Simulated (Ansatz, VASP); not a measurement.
# BiP in two plane-wave programs

Aim: how closely do two programs agree when they are given the same cell, functional and k mesh? The cell is generated by rule, not measured, and may not be a known phase. Of the first pair: The cell is taken from a series of runs on this material, whose earlier steps may have relaxed, scaled, displaced or heated it; both programs get it as it stands.

Program: Ansatz 0.2.0. Level of theory: plane waves, with VASP 6.6.1 beside it; relaxation of cell and atoms at PBEsol. Results are calculated unless marked as measured.

### Step 1. Starting point

It takes space group P6_3mc (No. 186, hexagonal). Conventional cell: a = 3.947 Å, b = 3.947 Å, c = 7.752 Å, α = 90.00°, β = 90.00°, γ = 120.00°. Nearest to Bi lie 6 P at 2.72 to 3.31 Å. Nearest to P lie 6 Bi at 2.72 to 3.31 Å. Farther neighbours are not listed.

### Step 2. VASP: relaxation of cell and atoms, PBEsol, pair 1

The relaxed volume is the usual yardstick between codes: in a stiff, nearly cubic crystal its relative difference is about their pressure difference at one cell divided by the bulk modulus.

Lines of VASP's logs that name or quote its potential files are left out, and so is its time.

INCAR

```
SYSTEM = BiP
PREC = Accurate
ENCUT = 500
EDIFF = 1E-07
NELM = 120
ISMEAR = 1
SIGMA = 0.15
LREAL = .FALSE.
ALGO = Normal
GGA = PS
NBANDS = 26
LORBIT = 11
LWAVE = .FALSE.
LCHARG = .FALSE.
ISIF = 3
IBRION = 2
NSW = 80
EDIFFG = -0.005
LASPH = .TRUE.
GGA_COMPAT = .FALSE.
NELMIN = 4
KPAR = 2
```

POSCAR

```
BiP
1.0
    3.9468850000      0.0000000000      0.0000000000
   -1.9734420000      3.4181020000      0.0000000000
    0.0000000000      0.0000000000      7.7516240000
Bi P
2 2
Direct
    0.0000000000      0.0000000000      0.9833494246
    0.0000000000      0.0000000000      0.4833494246
    0.3333332976      0.6666667642      0.2927087279
    0.6666664490      0.3333332358      0.7927087279
```

KPOINTS

```
Automatic mesh
0
Gamma
12 12 6
0 0 0
```

The projector-augmented-wave data sets are Bi_d and P (PBE family, release 64).

Launch:

```console
mpirun -np 2 vasp_std
```

Numbers of over 12 decimals in the logs are rounded to 6 here.

The program printed:

```text
[banner, memory and clock lines left out]
running    2 mpi-ranks, on    1 nodes
 distrk:  each k-point on    1 cores,    2 groups
 distr:  one band on    1 cores,    1 groups

 POSCAR found type information on POSCAR BiP
 POSCAR found :  2 types and       4 ions
|                                                                             |
|               ----> ADVICE to this user running VASP <----                  |
|                                                                             |
|     You enforced a specific xc type in the INCAR file but a different       |
|     [... a line on the potential file left out ...]
|     I HOPE YOU KNOW WHAT YOU ARE DOING!                                     |
|                                                                             |

 LDA part: xc-table for (Slater+PW92), standard interpolation
 POSCAR, INCAR and KPOINTS ok, starting setup
 FFT: planning ... GRIDC
 FFT: planning ... GRID_SOFT
 FFT: planning ... GRID
 WAVECAR not read
 entering main loop
       N       E                     dE             d eps       ncg     rms          rms(c)
DAV:   1     0.372957706207E+03    0.37296E+03   -0.19385E+04  3952   0.164E+03
DAV:   2     0.180565247350E+02   -0.35490E+03   -0.34843E+03  4048   0.424E+02
DAV:   3    -0.187023353571E+02   -0.36759E+02   -0.36014E+02  5100   0.149E+02
DAV:   4    -0.200706882737E+02   -0.13684E+01   -0.13632E+01  4420   0.301E+01
DAV:   5    -0.201341043660E+02   -0.63416E-01   -0.63397E-01  6024   0.641E+00    0.469E+00
DAV:   6    -0.195901112767E+02    0.54399E+00   -0.17254E+00  4920   0.692E+00    0.251E+00
DAV:   7    -0.195944768281E+02   -0.43656E-02   -0.29115E-01  4250   0.209E+00    0.156E+00
DAV:   8    -0.195908207857E+02    0.36560E-02   -0.52648E-02  4880   0.151E+00    0.230E-01
DAV:   9    -0.195880250333E+02    0.27958E-02   -0.14200E-02  4716   0.736E-01    0.838E-02
DAV:  10    -0.195881592052E+02   -0.13417E-03   -0.13771E-03  4806   0.168E-01    0.396E-02
DAV:  11    -0.195881823926E+02   -0.23187E-04   -0.13448E-04  5426   0.839E-02    0.275E-02
DAV:  12    -0.195881768260E+02    0.55665E-05   -0.21654E-05  5164   0.281E-02    0.899E-03
DAV:  13    -0.195881769962E+02   -0.17017E-06   -0.27788E-06  3734   0.770E-03    0.214E-03
DAV:  14    -0.195881770551E+02   -0.58924E-07   -0.28124E-07  3504   0.380E-03
   1 F= -.19588177E+02 E0= -.19588940E+02  d E =-.195882E+02
[...]
2 F= -.19588236E+02 E0= -.19588999E+02  d E =-.591601E-04
[...]
3 F= -.19588280E+02 E0= -.19589042E+02  d E =-.102690E-03
[...]
4 F= -.19588311E+02 E0= -.19589071E+02  d E =-.314622E-04
[...]
5 F= -.19588328E+02 E0= -.19589085E+02  d E =-.483791E-04
[...]
6 F= -.19588313E+02 E0= -.19589064E+02  d E =-.336617E-04
[...]
7 F= -.19588331E+02 E0= -.19589086E+02  d E =-.508100E-04
 curvature:  -0.13 expect dE=-0.269E-05 dE for cont linesearch -0.128E-09
 trial: gam= 0.08994 g(F)=  0.853E-05 g(S)=  0.114E-04 ort = 0.509E-06 (trialstep = 0.481E+00)
 search vector abs. value=  0.222E-04
 bond charge predicted
       N       E                     dE             d eps       ncg     rms          rms(c)
DAV:   1    -0.195883537629E+02   -0.23201E-04   -0.11225E-03  6014   0.296E-01    0.205E-02
DAV:   2    -0.195883421535E+02    0.11609E-04   -0.34332E-05  4804   0.705E-02    0.869E-03
DAV:   3    -0.195883395015E+02    0.26520E-05   -0.13307E-05  5410   0.425E-02    0.174E-03
DAV:   4    -0.195883392744E+02    0.22715E-06   -0.62911E-07  3990   0.709E-03    0.863E-04
DAV:   5    -0.195883390693E+02    0.20512E-06   -0.40857E-08  1976   0.239E-03    0.218E-04
DAV:   6    -0.195883390229E+02    0.46330E-07   -0.25006E-08  1976   0.145E-03
   8 F= -.19588339E+02 E0= -.19589089E+02  d E =-.846806E-05
 trial-energy change:   -0.000008  1 .order   -0.000008   -0.000010   -0.000007
 step:   1.8794(harm=  1.8794)  dis= 0.00082  next Energy=   -19.588349 (dE=-0.188E-04)
 reached required accuracy - stopping structural energy minimisation
```

Parts of OUTCAR (step 2):

```text
ion  position               nearest neighbor table
   1  0.000  0.000  0.983-   4 2.72   4 2.72   4 2.72   3 3.31   3 3.31   3 3.31   2 3.88   2 3.88

  LATTYP: Found a hexagonal cell.
 ALAT       =     3.9468850000
 C/A-ratio  =     1.9639852694

 Subroutine GETGRP returns: Found 12 space group operations
 (whereof  6 operations were pure point group operations)

The static configuration has the point symmetry C_3v.
 The point group associated with its full space group is C_6v.

 Found     76 irreducible k-points:

   k-points           NKPTS =     76   k-points in BZ     NKDIM =     76   number of bands    NBANDS=     26

   dimension x,y,z NGX =    30 NGY =   30 NGZ =   60
   dimension x,y,z NGXF=    60 NGYF=   60 NGZF=  120

   ENCUT  =  500.0 eV  36.75 Ry    6.06 a.u.   7.20  7.20 14.13*2*pi/ulx,y,z

   NELECT =      40.0000    total number of electrons

 k-points in reciprocal lattice and weights: Automatic mesh
   0.00000000  0.00000000  0.00000000       0.001
   0.08333333 -0.00000000  0.00000000       0.007
   0.16666667 -0.00000000  0.00000000       0.007
   0.25000000 -0.00000000  0.00000000       0.007
   0.33333333 -0.00000000  0.00000000       0.007
   0.41666667 -0.00000000  0.00000000       0.007
   0.50000000 -0.00000000  0.00000000       0.003
   0.08333333  0.08333333  0.00000000       0.007
   0.16666667  0.08333333  0.00000000       0.014
[...]
0.33333333  0.25000000  0.50000000       0.014
   0.33333333  0.33333333  0.50000000       0.002

 average (electrostatic) potential at core
       1-104.2102       2-104.2102       3 -81.8423       4 -81.8423

 E-fermi :   6.8682

 k-point     1 :       0.0000    0.0000    0.0000
  band No.  band energies     occupation
    ...
     16       5.2613      2.00000
     17       5.2613      2.00000
     18       5.8595      2.00000
     19       5.8595      2.00000
     20       6.5589      2.01301
     21       8.1764     -0.00000
     22       8.8656     -0.00000
     23       8.8656     -0.00000
     24       8.9872     -0.00000
     25       9.2105     -0.00000
    ...

 k-point     2 :       0.0833   -0.0000    0.0000
  band No.  band energies     occupation
    ...
     15       4.1841      2.00000
     16       4.7792      2.00000
     17       5.0637      2.00000
     18       5.1830      2.00000
     19       5.7955      2.00000
     20       7.0644     -0.06900
     21       7.7275     -0.00000
     22       8.8346     -0.00000
     23       8.8461     -0.00000
     24       9.3834     -0.00000
    ...

 k-point     3 :       0.1667   -0.0000    0.0000
  band No.  band energies     occupation
    ...
     16       4.3305      2.00000
     17       4.6465      2.00000
     18       4.8282      2.00000
     19       5.5816      2.00000
     20       6.2164      2.00000
     21       7.7583     -0.00000
     22       8.7511     -0.00000
     23       8.9032     -0.00000
     24       9.7143     -0.00000
     25      10.0032      0.00000
    ...

  Total        0.0164788      0.0164788     -0.0028422      0.0000000      0.0000000      0.0000000
  in kB        0.2521384      0.2521383     -0.0434874      0.0000000      0.0000000      0.0000000
  external PRESSURE =       0.1535964 kB  Pullay stress =       0.0000000 kB

  energy-cutoff  :      500.00
  volume of cell :      104.71
      direct lattice vectors                 reciprocal lattice vectors
     3.942635154 -0.000000001 -0.000000000     0.253637469  0.146437653  0.000000000
    -1.971317078  3.414421528  0.000000000     0.000000000  0.292875379  0.000000000
     0.000000000  0.000000000  7.778475951     0.000000000  0.000000000  0.128559888

 POSITION                                       TOTAL-FORCE (eV/Angst)
 -----------------------------------------------------------------------------------
      0.00000      0.00000      7.64678         0.000000      0.000000     -0.004799
      0.00000      0.00000      3.75754        -0.000000     -0.000000     -0.004799
     -0.00000      2.27628      2.27901         0.000000      0.000000      0.004799
      1.97132      1.13814      6.16824        -0.000000     -0.000000      0.004799
 -----------------------------------------------------------------------------------
    total drift:                                0.000197      0.000000      0.000124

  FREE ENERGIE OF THE ION-ELECTRON SYSTEM (eV)
  ---------------------------------------------------
  free  energy   TOTEN  =       -19.5883390229 eV

  energy  without entropy=      -19.5905900517  energy(sigma->0) =      -19.58908937

 reached required accuracy - stopping structural energy minimisation

 total charge
# of ion       s       p       d       tot
------------------------------------------
    1        1.559   1.242   9.952  12.752
    2        1.559   1.242   9.952  12.752
    3        1.091   1.345   0.000   2.436
    4        1.091   1.345   0.000   2.436
--------------------------------------------------
tot          5.300   5.174  19.903  30.377

[... 3 further parts left out ...]
```

CONTCAR:

```
BiP
   1.00000000000000
     3.9426351538339315   -0.0000000006214614   -0.0000000000000000
    -1.9713170779935465    3.4144215277513297    0.0000000000000000
     0.0000000000000000    0.0000000000000000    7.7784759514005808
  Bi              P
     2     2
Direct
     0.0000000000000000    0.0000000000000000    0.9830694759392754
     0.0000000000000000    0.0000000000000000    0.4830694759392753
     0.3333332975999994    0.6666667642000021    0.2929886765607239
     0.6666664489999974    0.3333332357999979    0.7929886765607238
```

### Step 3. Ansatz: relaxation of cell and atoms, PBEsol, pair 1

Ansatz runs on norm-conserving files, of PseudoDojo where its log says so.

The same cell, functional, mesh and smearing now go to Ansatz, which takes its cutoff from its data sets.

input.yaml

```yaml
crystal:
  lattice:
    - [3.9468847025, 0.0, 0.0]
    - [-1.9734423512, 3.4181024182, 0.0]
    - [0.0, 0.0, 7.7516243735]
  atoms:
    - { symbol: Bi, position: [0.0, 0.0, 0.9833493881] }
    - { symbol: Bi, position: [0.0, 0.0, 0.4833493881] }
    - { symbol: P, position: [0.3333333333, 0.6666666667, 0.2927086834] }
    - { symbol: P, position: [0.6666666667, 0.3333333333, 0.7927086834] }
kpoints:
  mp_grid: { grid: [12, 12, 6] }
hamiltonian:
  xc: pbesol
  pseudopotentials: { kind: nc }
scf:
  occupations: { method: methfessel_paxton, width: 0.15 }
output:
  forces: true
  stress: true
  eigenvalues: true
relax:
  adjacent_minimum: "off"
  f_tol: 0.001
  max_steps: 60
  cell: { stress_tol: 0.01 }
```

Launch:

```console
ansatz run input.yaml --threads 4 --pin off --max-ram 7168MiB --backend cpu --events-out ev --progress --plain --runs-dir out
```

The program printed:

```text
Engine: ansatz 0.2.0, aarch64-unknown-linux-gnu
Pseudopotentials: kind: nc
Pseudopotential: Bi, nc, valence charge 15, recommended cutoff 897.975746 eV (normal), Bi.nc.azcp (PseudoDojo's, or run here from an input of PseudoDojo's: the run reads no file of this project's for it)
Pseudopotential: P, nc, valence charge 5, recommended cutoff 598.650497 eV (normal), P.nc.azcp (PseudoDojo's, or run here from an input of PseudoDojo's: the run reads no file of this project's for it)
Functional definition: PBEsol
  exchange = pbesol_x
  correlation = pbesol_c
Crystal: 4 atoms, lattice volume = 104.576 Å³
Basis set: ecut = 897.975746 eV, 6397 PW (Γ), exchange–correlation on 80×80×160 points (8 copies of the dense FFT grid, shifted against one another)
Bands: 24, of which v1, the nominal top of the filled ones, is band 20 counted from 1 (19 counted from 0)
Symmetry: 12 space group operations
Space group: P63mc (ITA 186), of the structure as read, at distance tolerance 4.7e-5 Å
k-points: 76 of 864 (time reversal used)
Non-local potential: Bi, projectors of the file, l = 0: 2, l = 1: 2, l = 2: 2, l = 3: 2
Non-local potential: P, projectors of the file, l = 0: 2, l = 1: 2, l = 2: 2
Initial density: superposition of atomic densities (chi_scale 0.1, normalization cell, long waves kept (reshape's long-wave potential 0.00 eV rms))
Initial wavefunctions: pseudopotential atomic-orbital guess
Functional: x = pbesol(κ = 0.804, μ = 0.123457), c = pbesol(β = 0.046)
SCF iter   1: F=—  HF=-4821.836614 eV  |F-HF|=—  |Δ(HF+E_count)|=         —  Δρ=2.91e-2  dr2=1.65e0  ethr=3.10e-3  ⟨swp⟩=6.2  Hψ=8419  notcnv=0
preconditioner: auto → Kerker (q_TF=auto, 2.324 Å⁻¹)  [metal: Δε(μ)=0.080 eV  Ē_g=16.219 eV  σ=0.150 eV  W_gap=0.42  n_scr=22 (ndim 8)  ℏωp=23.0 eV  f_vac=0.000  D(μ)=0.24/eV (n_scr^D=0)]
SCF iter   2: F=—  HF=-4821.506443 eV  |F-HF|=—  |Δ(HF+E_count)|=   3.30e-1  S|Δr|=    0.00e0  Δρ=1.54e-2  dr2=3.99e-1  ethr=3.10e-3  ⟨swp⟩=1.9  Hψ=2596  notcnv=0
SCF iter   3: F=—  HF=-4821.416605 eV  |F-HF|=—  |Δ(HF+E_count)|=   8.98e-2  S|Δr|=    0.00e0  Δρ=3.15e-3  dr2=1.04e-2  ethr=9.99e-4  ⟨swp⟩=2.0  Hψ=2592  notcnv=0
SCF iter   4: F=—  HF=-4821.417719 eV  |F-HF|=—  |Δ(HF+E_count)|=   1.11e-3  S|Δr|=    0.00e0  Δρ=6.59e-4  dr2=7.89e-4  ethr=2.61e-5  ⟨swp⟩=2.4  Hψ=2420  notcnv=0
SCF iter   5: F=—  HF=-4821.417913 eV  |F-HF|=—  |Δ(HF+E_count)|=   1.94e-4  S|Δr|=    0.00e0  Δρ=2.82e-4  dr2=9.94e-5  ethr=1.97e-6  ⟨swp⟩=2.9  Hψ=3378  notcnv=0
SCF iter   6: F=—  HF=-4821.417991 eV  |F-HF|=—  |Δ(HF+E_count)|=   7.77e-5  S|Δr|=    0.00e0  Δρ=7.45e-5  dr2=6.22e-6  ethr=2.49e-7  ⟨swp⟩=2.0  Hψ=3159  notcnv=0
SCF iter   7: F=—  HF=-4821.417992 eV  |F-HF|=—  |Δ(HF+E_count)|=   1.57e-6  S|Δr|=    0.00e0  Δρ=1.82e-5  dr2=5.03e-7  ethr=1.55e-8  ⟨swp⟩=3.0  Hψ=3498  notcnv=0
SCF iter   8: F=-4821.417992 eV  HF=-4821.417992 eV  |F-HF|=7.20e-9  |Δ(HF+E_count)|=   1.38e-7  S|Δr|=    0.00e0  Δρ=5.17e-6  dr2=5.03e-8  ethr=2.50e-10  ⟨swp⟩=8.1  Hψ=10181  notcnv=0
SCF 1 converged in 8 iterations: F = -4821.417992 eV  dr2 = 5.03e-8
relax step   1: F+E_penalty+E_count = -4821.41799225 eV  Δ(F+E_penalty+E_count) = +0.000e0 eV  max|allowed force component| = 4.693e-5 eV/Å  Δτ_max = 0.0000 Å  P = +0.001 GPa  Ω = 104.576 Å³  (8 SCF iters, dr2 threshold 1.00e-7 eV, accepted)
Initial density: handed on by an earlier stage of this run
Initial wavefunctions: pseudopotential atomic-orbital guess (no wavefunctions were taken with the density)
iter 1 solved again at ethr=4.81e-7 eV; its pass at ethr=3.10e-3 eV (dr2=1.92e-4 eV) is discarded
SCF iter   1: F=—  HF=-4821.417936 eV  |F-HF|=—  |Δ(HF+E_count)|=         —  Δρ=5.89e-6  dr2=5.54e-8  ethr=4.81e-7  ⟨swp⟩=3.9  Hψ=14549  notcnv=0
eigensolver tolerance schedule: the retry pair's looser diagonalisation over-reported the residual by 3475.04 of it (diagonalisation noise at 1.17 of the residual, at the tolerance the schedule requests for it); recorded, not acted on — ethr = c·dr2/N_el stays at c = 1.0e-1
preconditioner: auto → Resta (q_TF=auto, 2.324 Å⁻¹)  ε∞=5.3  [insulator: Δε(μ)=0.185 eV  Ē_g=7.857 eV  σ=0.150 eV  W_gap=0.85  n_scr=22 (ndim 8)  ℏωp=16.2 eV  f_vac=0.000  D(μ)=0.23/eV (n_scr^D=0)  ε∞_Penn≈5.3]
SCF iter   2: F=—  HF=-4821.417992 eV  |F-HF|=—  |Δ(HF+E_count)|=   5.67e-5  S|Δr|=    0.00e0  Δρ=3.81e-6  dr2=2.89e-8  ethr=1.38e-10  ⟨swp⟩=4.2  Hψ=5591  notcnv=0
SCF iter   3: F=—  HF=-4821.417992 eV  |F-HF|=—  |Δ(HF+E_count)|=   3.25e-9  S|Δr|=    0.00e0  Δρ=2.07e-6  dr2=8.29e-9  ethr=7.22e-11  ⟨swp⟩=1.8  Hψ=1999  notcnv=0
SCF iter   4: F=—  HF=-4821.417992 eV  |F-HF|=—  |Δ(HF+E_count)|=   2.40e-9  S|Δr|=    0.00e0  Δρ=6.76e-7  dr2=3.56e-10  ethr=2.07e-11  ⟨swp⟩=2.0  Hψ=2324  notcnv=0
SCF iter   5: F=—  HF=-4821.417992 eV  |F-HF|=—  |Δ(HF+E_count)|=  4.00e-11  S|Δr|=    0.00e0  Δρ=3.38e-7  dr2=1.23e-10  ethr=1.00e-12  ⟨swp⟩=2.3  Hψ=3036  notcnv=0
SCF iter   6: F=—  HF=-4821.417992 eV  |F-HF|=—  |Δ(HF+E_count)|=  2.27e-11  S|Δr|=    0.00e0  Δρ=1.17e-7  dr2=1.60e-11  ethr=1.00e-12  ⟨swp⟩=1.1  Hψ=1962  notcnv=0
SCF iter   7: F=—  HF=-4821.417992 eV  |F-HF|=—  |Δ(HF+E_count)|=  4.55e-12  S|Δr|=    0.00e0  Δρ=3.73e-8  dr2=1.75e-12  ethr=1.00e-12  ⟨swp⟩=1.0  Hψ=1824  notcnv=0
SCF iter   8: F=-4821.417992 eV  HF=-4821.417992 eV  |F-HF|=9.09e-13  |Δ(HF+E_count)|=  9.09e-13  S|Δr|=    0.00e0  Δρ=8.18e-9  dr2=5.90e-14  ethr=1.00e-12  ⟨swp⟩=6.2  Hψ=8849  notcnv=0
SCF 2 converged in 8 iterations: F = -4821.417992 eV  dr2 = 5.90e-14
relax step   2: F+E_penalty+E_count = -4821.41799225 eV  Δ(F+E_penalty+E_count) = -5.267e-9 eV  max|allowed force component| = 3.806e-5 eV/Å  Δτ_max = 0.0000 Å  P = +0.001 GPa  Ω = 104.576 Å³  stress off target by 4.44e-3 GPa  SCF on the basis re-selected at this cell (its energy is not comparable with the rows above)  (8 SCF iters)
basis re-selected at this cell: Δ(F+E_penalty+E_count) = -5.267e-9 eV, ΔP = +0.000 GPa vs the last step (what re-selecting the basis moved, of the pressure what is left beyond the Pulay correction that the steps carried, after the strain that the cell walked since its last selection, with what the two solves' SCF thresholds leave and, on support functions, any second-order correction that the steps lacked; it is no m [...]
SCF converged after 8 iterations
Stability not checked: this state was not tested for a lower state beside it, because cold or Methfessel-Paxton smearing, or corrected tetrahedra, fill the levels in a way that the test cannot read (fill_not_monotonic; see scf.lower_state_search)
Free energy (F): -4821.417992 eV
Harris-Foulkes:  -4821.417992 eV  (|F-HF|=9.09e-13)
Internal energy: -4821.420307 eV  (E = F + TS)
E sigma→0 (E₀):  -4821.418571 eV
Entropy (-TS):   0.002315 eV (0.579 meV/atom)
Fermi energy:    9.631590 eV
--- Per-component energies (eV) ---
  E_band       = -198.719260
  E_kinetic    = 2263.025140
  E_local      = -2923.312224  (includes V_loc(G=0)·N_el)
  E_nonlocal   = -777.982523
  E_hartree    = 1019.327381
  E_xc         = -1265.185059
  E_vxc        = -799.104422  (∫ρ·V_xc dr)
  E_ewald      = -3137.293022
  E_smearing   = 0.002315  (= −TS)
  E_closure    = 0.000000  (closes the sum)
  Σ components = -4821.417992   (vs F -4821.417992, Δ=0.00e0)
--- Forces (eV/Å), atoms counted from 1 ---
  atom   1  Bi    -0.00000000     0.00000000    -0.00003806
  atom   2  Bi    -0.00000000    -0.00000000    -0.00003806
  atom   3  P      0.00000000     0.00000000     0.00003806
  atom   4  P      0.00000000    -0.00000000     0.00003806
  max |Σ_I F_I| component: 7.81e-9 eV/Å
--- Stress (GPa, compression-positive) ---
       -0.001043       0.000000      -0.000000
        0.000000      -0.001043       0.000000
        0.000000       0.000000       0.004439
  P = ⅓ Tr σ = 0.0008 GPa (0.008 kbar)
--- Band table (eV; the first three rows and the last of 76) ---
  k-point 0: bands = [... 16 lower, 8.0126, 8.6241, 8.6241, 9.2955, 10.9327, 11.6109, 11.6109, 11.7756]
  k-point 1: bands = [... 16 lower, 8.0499, 8.5791, 8.5791, 9.1369, 11.0607, 11.6218, 11.6218, 11.7846]
  k-point 2: bands = [... 16 lower, 8.1543, 8.4594, 8.4594, 8.7517, 11.3360, 11.6618, 11.6618, 11.7560]
  k-point 75: bands = [... 16 lower, 6.6031, 6.6031, 7.1770, 7.1770, 9.5462, 9.5462, 13.3755, 13.3755]
--- Relaxed structure (1 steps of the walk, 1 accepted, 1 SCFs on fresh bases) ---
  F+E_penalty+E_count = -4821.41799225 eV   max|allowed force component| = 3.806e-5 eV/Å   (the final SCF, on the basis selected at the relaxed cell)
  cell:  # Å, volume = 104.5760 Å³
    - [3.946885, -2.8867532175738902e-11, 0.0]
    - [-1.973442, 3.418102, 0.0]
    - [0.0, 0.0, 7.7516243735]
  atoms:
    - { symbol: Bi, position: [0.0, 0.0, 0.983349] }
    - { symbol: Bi, position: [0.0, 0.0, 0.483349] }
    - { symbol: P, position: [0.333333, 0.666667, 0.292709] }
    - { symbol: P, position: [0.666667, 0.333333, 0.792709] }
```

Reading the cycles: dr2 is the Hartree energy of the density residual (eV), the measure of convergence; HF is the Harris–Foulkes estimate of the energy, which meets the free energy F at convergence.

(Continued in part 2 of 2.)

[Lines on the potential files, build, host, timing and source positions are cut from VASP's logs without a mark.]

[Logs are printed without paths, hosts, clocks, repeated set-up lines and the standing remarks that a program may print on its own settings, such as how far it seeks lower states.]

[Hosts, paths, dates, database ids (printed as entryN), source tags and the programs' standing remarks are cut or masked in the printed files.]
